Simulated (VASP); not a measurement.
Set up this calculation in VASP 6.6.1, as the native input.

```yaml
Task: single point
Functional: LDA
Potentials_or_basis: VASP PAW LDA potentials, release 64 (Be, Pd)
Cutoff: 520 eV
k_mesh: 14 × 14 × 14
Occupations: gaussian, width 0.1 eV
Spin: no spin polarisation
Dipole_correction: no
Further_INCAR_settings: ALGO = Normal; EDIFF = 1e-06; NBANDS = 13
```

The structure of BePd lies in POSCAR:

```
BePd
1.0
    2.7725785865      0.0000000000      0.0000000000
    0.0000000000      2.7725785865      0.0000000000
    0.0000000000      0.0000000000      2.7725785865
Be Pd
1 1
Direct
    0.0000000000      0.0000000000      0.0000000000
    0.5000000000      0.5000000000      0.5000000000
```

The cell isn't the ideal one: relaxed again under DFT LDA, scalar-relativistic, plane waves, PAW.

One way to write it, as run:

INCAR

```
ALGO = Normal
EDIFF = 1E-6
ENCUT = 520
GGA = CA
ISIF = 2
ISMEAR = 0
LASPH = True
LCHARG = False
LREAL = False
LWAVE = False
NBANDS = 13
NELM = 80
PREC = Accurate
SIGMA = 0.1
```

KPOINTS

```
k-points
0
Gamma
  14 14 14
```

Potentials or basis: VASP PAW LDA potentials, release 64 (Be, Pd).

The run is started by

```console
$ cat potpaw_LDA.64/Be/POTCAR potpaw_LDA.64/Pd/POTCAR > POTCAR
$ mpirun -np 1 vasp_std > vasp.out
```

It gave:

| Property | Result |
| --- | --- |
| Pressure | 0.7 GPa |
| Band gap on the k mesh | none (metal or under the smearing width) |

It took 8.3 s on 1 thread of Intel(R) Xeon(R) 6975P-C (Granite Rapids) (shared host), peak memory 0.15 GiB.
